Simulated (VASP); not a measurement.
The input files of a VASP run:

**INCAR**
```
NEDOS = 601   # DOS grid
LWAVE = .FALSE.
LASPH = .TRUE.   # aspherical one-centre terms
ALGO = Normal   # blocked Davidson
SYSTEM = Ga
GGA = PE   # PBE
EDIFF = 1E-7   # SCF stop (eV)
LEFG = .TRUE.
ISMEAR = -5   # tetrahedra, Bloechl
LMAXMIX = 4
NELM = 100   # most electronic steps
LORBIT = 11   # lm-projected
ENCUT = 400
ISIF = 2
LREAL = .FALSE.
PREC = Accurate
LCHARG = .TRUE.
```

**KPOINTS**
```
Automatic mesh
0
Gamma
9 9 8
0 0 0
```

POSCAR:
```
Ga
1.0
  2.2528031802  -3.8735434788   0.0000000000
  2.2528031802   3.8735434788   0.0000000000
  0.0000000000   0.0000000000   4.6169923865
Ga
4
Cart
  2.2528031802   2.6673077213   4.2393212407
  2.2528031802   1.2062357575   1.9308250475
  2.2528031802  -1.2062357575   2.6861673390
  2.2528031802  -2.6673077213   0.3776711458
```

POTCAR, in this order: Ga_d (PBE.64 set). Program: vasp_std.

Q: Write an equivalent input for Quantum ESPRESSO's pw.x.

A: One equivalent input (not run):
```
&CONTROL
  calculation = 'scf'
  pseudo_dir = './pseudo'
  outdir = './out'
  tprnfor = .true.
  tstress = .true.
/
&SYSTEM
  ibrav = 0
  nat = 4
  ntyp = 1
  ecutwfc = 80
  occupations = 'tetrahedra'
  input_dft = 'pbe'
/
&ELECTRONS
  conv_thr = 7.3e-09
  electron_maxstep = 100
/
ATOMIC_SPECIES
  Ga 69.723 Ga.upf
CELL_PARAMETERS angstrom
     2.2528032   -3.8735435    0.0000000
     2.2528032    3.8735435   -0.0000000
     0.0000000   -0.0000000    4.6169924
ATOMIC_POSITIONS crystal
  Ga   0.1557018  0.8442982  0.9181997
  Ga   0.3442982  0.6557018  0.4181997
  Ga   0.6557018  0.3442982  0.5818003
  Ga   0.8442982  0.1557018  0.0818003
K_POINTS automatic
  9 9 8 0 0 0
```
What does not carry over: the potentials are each code's own (VASP's PAW set, PseudoDojo norm-conserving files in pw.x), so ENCUT and ecutwfc are chosen apart and not converted; conv_thr bounds pw.x's estimated SCF error, while EDIFF bounds the energy change between steps; the field gradients of LEFG aren't asked of the other code.

The compound is Ga in the alpha structure. It was relaxed first.
